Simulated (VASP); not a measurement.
A run of VASP 6.6.1 is set up as follows.

Contents of INCAR:

```
ALGO     = Fast           # electronic algorithm
EDIFF    = 1E-6           # SCF threshold, eV
ENCUT    = 520            # plane-wave cutoff, eV
GGA      = CA             # functional
ISIF     = 2              # what is computed and relaxed
ISMEAR   = -1             # smearing method
LASPH    = T              # aspherical terms in the spheres
LCHARG   = F              # write CHGCAR
LREAL    = Auto         
LWAVE    = F              # write WAVECAR
NBANDS   = 56             # bands
NELM     = 100            # most SCF steps
PREC     = Accurate       # precision mode
SIGMA    = 0.02           # smearing width, eV
```

Contents of KPOINTS:

```
k-points
0
Gamma
  1 1 1
```

POSCAR

```
LiH17O9
1.0
    6.5731380000      0.0000000000      0.0000000000
    0.0000000000      6.5731380000      0.0000000000
    0.0000000000      0.0000000000      6.5731380000
O H Li
9 17 1
Direct
    0.5002024908      0.1946710993      0.9768697995
    0.0689929224      0.0184234684      0.1423521003
    0.3865733535      0.6203125509      0.2553270599
    0.6582548548      0.8552992498      0.1536556817
    0.3943474182      0.7491399085      0.8520587884
    1.1583052113      0.3749198632      0.4576200895
    0.8473426239      0.3660656447      1.1818860337
    0.2731724178      0.9915964034      0.5584395155
    0.2302401075      0.4274366368      0.8739661331
    0.3791339844      0.2866363067      0.8970753391
    0.5941606581      0.1368600507      0.8731293942
    0.0055072630      0.1527428756      0.1541272981
    0.0916152985      0.0075610766     -0.0017951852
    0.3336610307      0.6183500179      0.1219813124
    0.3042991034      0.5337024721      0.3498481243
    0.7864888886      0.9134906342      0.1857408136
    0.6094653726      0.7457320993      0.2422587203
    0.3455579360      0.5918025759      0.8736770778
    0.5373232693      0.7653574290      0.8946411896
    1.0180069245      0.3846868878      0.4149464076
    1.2154468688      0.2293120881      0.4525844429
    0.9178721031      0.4384968032      1.0690632085
    0.7062684520      0.3351063069      1.1126801233
    0.3107952397      0.8740574137      0.6581483608
    0.2433236606      0.9193782330      0.4252459023
    0.1758368682      0.4099868282      0.7321008626
    0.3921566838      0.9782694354      0.0842519965
```

Potentials or basis: VASP PAW LDA potentials, release 64 (O, H, Li_sv).

Run with:

```bash
$ cat potpaw_LDA.64/O/POTCAR potpaw_LDA.64/H/POTCAR potpaw_LDA.64/Li_sv/POTCAR > POTCAR
$ mpirun -np 1 vasp_gam > vasp.out
```

(1) Estimate the largest force.

(2) What does it give for the band gap on the k mesh?

Results:

(1) 2.464 eV/Å.

(2) 3.89 eV, direct.
